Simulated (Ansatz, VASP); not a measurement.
# TiSb (TiSb (P6_3/mmc)) in two plane-wave programs, part 2 of 2

Aim: how closely do two programs agree when they are given the same cell, functional and k mesh? The cell is taken from a series of runs on this material, whose earlier steps may have relaxed, scaled, displaced or heated it; both programs get it as it stands.

VASP 6.6.1 and Ansatz 0.2.0.

So far: Set-up; Ansatz: relaxation of cell and atoms, r2SCAN.

### Step 3. VASP: relaxation of cell and atoms, r2SCAN

Level of this step: r2SCAN; plane waves and PAW (Ti_sv, Sb) (VASP).

The same cell, functional, mesh and smearing now go to VASP, with its own data sets.

Lines of VASP's logs that name or quote its potential files are left out, and so is its time.

INCAR

```
SYSTEM = TiSb
PREC = Accurate
ENCUT = 550
EDIFF = 1E-07
NELM = 120
ISMEAR = -1
SIGMA = 0.05
LREAL = .FALSE.
ALGO = Normal
METAGGA = R2SCAN
LASPH = .TRUE.
NBANDS = 23
LORBIT = 11
LWAVE = .FALSE.
LCHARG = .FALSE.
ISIF = 3
IBRION = 2
NSW = 80
EDIFFG = -0.005
GGA_COMPAT = .FALSE.
NELMIN = 4
LMIXTAU = .TRUE.
KPAR = 2
```

POSCAR

```
TiSb
1.0
    4.0629810000      0.0000000000      0.0000000000
   -2.0314900000      3.5186440000      0.0000000000
    0.0000000000      0.0000000000      6.1704970000
Ti Sb
2 2
Direct
    0.0000000000      0.0000000000      0.0000000000
    0.0000000000      0.0000000000      0.4999999190
    0.3333332987      0.6666667614      0.2499999595
    0.6666664552      0.3333332386      0.7500000405
```

KPOINTS

```
Automatic mesh
0
Gamma
11 11 6
0 0 0
```

The projector-augmented-wave data sets are Ti_sv and Sb (PBE family, release 64).

Run with:

```
> mpirun -np 2 vasp_std
```

Numbers of over 12 decimals in the logs are rounded to 6 here.

Output:

```text
[banner, memory and clock lines left out]
running    2 mpi-ranks, on    1 nodes
 distrk:  each k-point on    1 cores,    2 groups
 distr:  one band on    1 cores,    1 groups

 POSCAR found type information on POSCAR TiSb
 POSCAR found :  2 types and       4 ions
|                                                                             |
|               ----> ADVICE to this user running VASP <----                  |
|                                                                             |
|     You enforced a specific xc type in the INCAR file but a different       |
|     [... a line on the potential file left out ...]
|     I HOPE YOU KNOW WHAT YOU ARE DOING!                                     |
|                                                                             |

 LDA part: xc-table for (None), standard interpolation
 POSCAR, INCAR and KPOINTS ok, starting setup
 FFT: planning ... GRIDC
 FFT: planning ... GRID_SOFT
 FFT: planning ... GRID
 WAVECAR not read
 entering main loop
       N       E                     dE             d eps       ncg     rms          rms(c)
DAV:   1     0.308027325369E+03    0.30803E+03   -0.16667E+04  2944   0.160E+03
DAV:   2    -0.494650166374E+02   -0.35749E+03   -0.34903E+03  3133   0.456E+02
DAV:   3    -0.864079709365E+02   -0.36943E+02   -0.36201E+02  5146   0.132E+02
DAV:   4    -0.894577844167E+02   -0.30498E+01   -0.30138E+01  4471   0.324E+01
DAV:   5    -0.896542778982E+02   -0.19649E+00   -0.19645E+00  4137   0.646E+00    0.147E+01
DAV:   6    -0.823504728441E+02    0.73038E+01   -0.32527E+01  4080   0.563E+01    0.490E+00
DAV:   7    -0.796819245245E+02    0.26685E+01   -0.33476E+00  3805   0.159E+01    0.299E+00
DAV:   8    -0.791736366010E+02    0.50829E+00   -0.15108E+00  4495   0.651E+00    0.160E+00
DAV:   9    -0.794585652057E+02   -0.28493E+00   -0.38026E-01  3892   0.371E+00    0.690E-01
DAV:  10    -0.795644656090E+02   -0.10590E+00   -0.22165E-01  3350   0.350E+00    0.137E-01
DAV:  11    -0.795853805528E+02   -0.20915E-01   -0.27532E-02  4149   0.121E+00    0.141E-01
DAV:  12    -0.795862313105E+02   -0.85076E-03   -0.10107E-03  4352   0.199E-01    0.116E-01
DAV:  13    -0.795866539313E+02   -0.42262E-03   -0.74931E-04  3567   0.228E-01    0.792E-02
DAV:  14    -0.795869613126E+02   -0.30738E-03   -0.48890E-04  3359   0.206E-01    0.278E-02
DAV:  15    -0.795868986682E+02    0.62644E-04   -0.14513E-04  3254   0.127E-01    0.303E-02
DAV:  16    -0.795869339629E+02   -0.35295E-04   -0.12947E-05  3716   0.364E-02    0.223E-02
DAV:  17    -0.795869589553E+02   -0.24992E-04   -0.48378E-05  3874   0.592E-02    0.700E-03
DAV:  18    -0.795869519629E+02    0.69925E-05   -0.27620E-06  3793   0.153E-02    0.445E-03
DAV:  19    -0.795869537007E+02   -0.17379E-05   -0.34472E-06  3684   0.159E-02    0.161E-03
DAV:  20    -0.795869543687E+02   -0.66800E-06   -0.59551E-07  3057   0.642E-03    0.156E-03
DAV:  21    -0.795869544589E+02   -0.90160E-07   -0.62426E-08  1857   0.251E-03
   1 F= -.79586954E+02 E0= -.79573390E+02  d E =-.795870E+02
[...]
2 F= -.79587348E+02 E0= -.79573699E+02  d E =-.393116E-03
[...]
3 F= -.79587353E+02 E0= -.79573714E+02  d E =-.398855E-03
[...]
4 F= -.79587663E+02 E0= -.79574031E+02  d E =-.309213E-03
 trial-energy change:   -0.000309  1 .order   -0.000303   -0.000454   -0.000152
 step:   1.3982(harm=  1.4723)  dis= 0.00000  next Energy=   -79.587696 (dE=-0.342E-03)
 bond charge predicted
       N       E                     dE             d eps       ncg     rms          rms(c)
DAV:   1    -0.795879908793E+02   -0.32825E-03   -0.14251E-02  3035   0.151E+00    0.138E-01
DAV:   2    -0.795877496593E+02    0.24122E-03   -0.17237E-03  3409   0.388E-01    0.617E-02
DAV:   3    -0.795876890298E+02    0.60630E-04   -0.13333E-04  3787   0.926E-02    0.243E-02
DAV:   4    -0.795877064309E+02   -0.17401E-04   -0.50220E-05  4948   0.513E-02    0.727E-03
DAV:   5    -0.795876990595E+02    0.73714E-05   -0.39525E-06  3658   0.159E-02    0.571E-03
DAV:   6    -0.795877204519E+02   -0.21392E-04   -0.20704E-06  4228   0.151E-02    0.155E-03
DAV:   7    -0.795876954645E+02    0.24987E-04   -0.30927E-06  3174   0.192E-02    0.915E-04
DAV:   8    -0.795877020872E+02   -0.66227E-05   -0.30187E-07  3045   0.502E-03    0.621E-04
DAV:   9    -0.795877010769E+02    0.10102E-05   -0.18872E-08  1549   0.136E-03    0.379E-04
DAV:  10    -0.795877035051E+02   -0.24282E-05   -0.21369E-08  1507   0.168E-03    0.127E-04
DAV:  11    -0.795877020380E+02    0.14671E-05   -0.76180E-09  1493   0.100E-03    0.338E-05
DAV:  12    -0.795877022437E+02   -0.20571E-06   -0.15590E-09  1486   0.383E-04    0.468E-05
DAV:  13    -0.795877022157E+02    0.28000E-07   -0.54048E-10  1493   0.217E-04
   5 F= -.79587702E+02 E0= -.79574072E+02  d E =-.348902E-03
 curvature:  -1.08 expect dE=-0.149E-05 dE for cont linesearch -0.976E-06
 trial: gam=-0.05177 g(F)=  0.171E-41 g(S)=  0.139E-05 ort = 0.251E-04 (trialstep = 0.106E+01)
 search vector abs. value=  0.650E-06
 reached required accuracy - stopping structural energy minimisation
```

From OUTCAR (step 3):

```text
ion  position               nearest neighbor table
   1  0.000  0.000  0.000-   4 2.81   3 2.81   3 2.81   4 2.81   3 2.81   4 2.81
   2  0.000  0.000  0.500-   3 2.81   3 2.81   4 2.81   3 2.81   4 2.81   4 2.81
   3  0.333  0.667  0.250-   2 2.81   1 2.81   2 2.81   1 2.81   2 2.81   1 2.81
   4  0.667  0.333  0.750-   1 2.81   1 2.81   2 2.81   1 2.81   2 2.81   2 2.81

  LATTYP: Found a hexagonal cell.
 ALAT       =     4.0629810000
 C/A-ratio  =     1.5187117538

 Subroutine GETGRP returns: Found 24 space group operations
 (whereof 12 operations were pure point group operations)

The static configuration has the point symmetry D_3d.
 The point group associated with its full space group is D_6h.

 Found     64 irreducible k-points:

   k-points           NKPTS =     64   k-points in BZ     NKDIM =     64   number of bands    NBANDS=     23

   dimension x,y,z NGX =    32 NGY =   32 NGZ =   48
   dimension x,y,z NGXF=    64 NGYF=   64 NGZF=   96

   ENCUT  =  550.0 eV  40.42 Ry    6.36 a.u.   7.77  7.77 11.80*2*pi/ulx,y,z

   NELECT =      34.0000    total number of electrons

 k-points in reciprocal lattice and weights: Automatic mesh
   0.00000000  0.00000000  0.00000000       0.001
   0.09090909  0.00000000  0.00000000       0.008
   0.18181818  0.00000000  0.00000000       0.008
   0.27272727  0.00000000  0.00000000       0.008
   0.36363636  0.00000000  0.00000000       0.008
   0.45454545 -0.00000000  0.00000000       0.008
   0.09090909  0.09090909  0.00000000       0.008
   0.18181818  0.09090909  0.00000000       0.017
   0.27272727  0.09090909  0.00000000       0.017
[...]
0.27272727  0.27272727  0.50000000       0.008
   0.36363636  0.27272727  0.50000000       0.008

 average (electrostatic) potential at core
       1 -77.6118       2 -77.6117       3 -88.8460       4 -88.8460

 E-fermi :   8.5366

 k-point     1 :       0.0000    0.0000    0.0000
  band No.  band energies     occupation
    ...
     14       7.2680      2.00000
     15       8.2939      1.98451
     16       8.2939      1.98451
     17       8.4685      1.59177
     18       8.4685      1.59177
     19       9.4087      0.00000
     20       9.4087      0.00000
     21       9.9231      0.00000
     22       9.9231      0.00000
     23      10.2217      0.00000

 k-point     2 :       0.0909    0.0000    0.0000
  band No.  band energies     occupation
    ...
     14       7.1486      2.00000
     15       7.9173      1.99999
     16       8.0029      1.99995
     17       8.1015      1.99967
     18       8.5239      1.12587
     19       9.3866      0.00000
     20       9.6125      0.00000
     21       9.8106      0.00000
     22       9.9223      0.00000
     23      10.7243      0.00000

 k-point     3 :       0.1818    0.0000    0.0000
  band No.  band energies     occupation
    ...
     13       5.7571      2.00000
     14       6.4391      2.00000
     15       7.4428      2.00000
     16       7.5107      2.00000
     17       7.5367      2.00000
     18       8.6794      0.10874
     19       9.3815      0.00000
     20       9.7106      0.00000
     21       9.7838      0.00000
     22       9.9224      0.00000
    ...

  Total       -0.0075722     -0.0075722      0.0004085     -0.0000000      0.0000000      0.0000000
  in kB       -0.1373693     -0.1373692      0.0074099     -0.0000000      0.0000000      0.0000000
  external PRESSURE =      -0.0891095 kB  Pullay stress =       0.0000000 kB

  energy-cutoff  :      550.00
  volume of cell :       88.32
      direct lattice vectors                 reciprocal lattice vectors
     4.054262194 -0.000000001  0.000000000     0.246654003  0.142405751  0.000000000
    -2.027130599  3.511093298  0.000000000     0.000000000  0.284811572 -0.000000000
    -0.000000000  0.000000000  6.204206333    -0.000000000 -0.000000000  0.161180971

 POSITION                                       TOTAL-FORCE (eV/Angst)
 -----------------------------------------------------------------------------------
     -0.00000      0.00000      0.00000        -0.000000      0.000000     -0.000000
     -0.00000      0.00000      3.10210        -0.000000      0.000000     -0.000000
     -0.00000      2.34073      1.55105         0.000000     -0.000000     -0.000000
      2.02713      1.17036      4.65316        -0.000000      0.000000      0.000000
 -----------------------------------------------------------------------------------
    total drift:                                0.000061     -0.000000      0.000911

  FREE ENERGIE OF THE ION-ELECTRON SYSTEM (eV)
  ---------------------------------------------------
  free  energy   TOTEN  =       -79.5877022157 eV

  energy  without entropy=      -79.5604408676  energy(sigma->0) =      -79.57407154

 reached required accuracy - stopping structural energy minimisation

 total charge
# of ion       s       p       d       tot
------------------------------------------
    1        2.159   6.111   1.890  10.160
    2        2.159   6.111   1.890  10.160
    3        1.097   1.435   0.043   2.575
    4        1.097   1.435   0.043   2.575
--------------------------------------------------
tot          6.513  15.091   3.865  25.469

[... 3 further parts left out ...]
```

The run keeps the 24 symmetry operations of its start, so it cannot find a distortion of lower symmetry.

### Step 4. Differences

Known differences besides the potentials themselves: VASP keeps PBE cores, Ansatz makes them for the functional; the data sets hold 54 valence electrons in Ansatz (on its PAW soft_1 files) and 34 in VASP; the cutoff is 500 eV in Ansatz and 550 eV in VASP; Ansatz adds a Pulay correction to the stress that steers its cell, VASP none; in our runs with r2SCAN, forces from VASP's data set Ti_sv part from Ansatz's all-electron ones, so neither program is the reference here. Total energies have different zeros and are not compared.

Compared:

```csv
quantity,Ansatz,VASP,difference
volume (Å³),88.09,88.32,-0.25 %
"edge a after relaxation, in the typed setting (Å)",4.051,4.054,-0.08 %
"edge c after relaxation, in the typed setting (Å)",6.199,6.204,-0.09 %
```

### Step 5. Summary of results

| Quantity | Value |
| --- | --- |
| difference in volume (relaxation of cell and atoms, r2SCAN) | -0.25 % |

The difference in volume is -0.25 % (relaxation of cell and atoms, r2SCAN), within the 1.2 % picked in this series as the mark of a large difference, as far as the stopping tolerances let one tell. The data sets hold unlike numbers of valence electrons (54 in Ansatz and 34 in VASP), so part of the differences comes from the potentials. How closely two codes agree says nothing of how well the functional describes the real material.

[Lines on the potential files, build, host, timing and source positions are cut from VASP's logs without a mark.]

[Logs are printed without paths, hosts, clocks, repeated set-up lines and the standing remarks that a program may print on its own settings, such as how far it seeks lower states.]

[Hosts, paths, dates, database ids (printed as entryN), source tags and the programs' standing remarks are cut or masked in the printed files.]
